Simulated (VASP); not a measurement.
Write the native input for VASP 6.6.1 that does the following.

```yaml
Task: Born charges and dielectric tensor
Functional: PBE
Potentials_or_basis: VASP PAW PBE potentials, release 64 (B, N)
Cutoff: 600 eV
k_mesh: 12 × 12 × 12
Occupations: gaussian, width 0.02 eV
Spin: no spin polarisation
Further_INCAR_settings: ALGO = Normal; EDIFF = 1e-08; IBRION = 8; NSW = 1
```

The structure of BN lies in POSCAR:

```
BN
1.0
    0.0000000000      1.8122600000      1.8122600000
    1.8122600000      0.0000000000      1.8122600000
    1.8122600000      1.8122600000      0.0000000000
B N
1 1
Direct
    0.0000000000      0.0000000000      0.0000000000
    0.2500000000      0.2500000000      0.2500000000
```

The cell is a database's computed one.

The input as run:

INCAR

```
SYSTEM = BN
PREC = Accurate
ENCUT = 600
EDIFF = 1E-8
ISMEAR = 0
SIGMA = 0.02
LREAL = .False.
LASPH = .True.
NELM = 80
ALGO = Normal
ISIF = 2
LWAVE = .False.
LCHARG = .False.
GGA = PE
LEPSILON = .True.
IBRION = 8
NSW = 1
```

KPOINTS

```
Automatic mesh
0
Gamma
  12 12 12
  0 0 0
```

Potentials or basis: VASP PAW PBE potentials, release 64 (B, N).

Launch:

```bash
$ cat potpaw_PBE.64/B/POTCAR potpaw_PBE.64/N/POTCAR > POTCAR
$ mpirun -np 1 vasp_std > vasp.out
```

Results of the run:

* Band gap on the k mesh: 4.45 eV, indirect (least direct gap 8.78 eV)
* Electronic dielectric tensor (diagonal): 4.61
* Born charges (mean of the diagonal): B +1.91; N -1.91 e
* Highest phonon frequency at Γ, LO-TO splitting left out: 1030 cm⁻¹

It took 78 s on 1 thread of Intel(R) Xeon(R) 6975P-C (Granite Rapids) (shared host), peak memory 0.2 GiB.
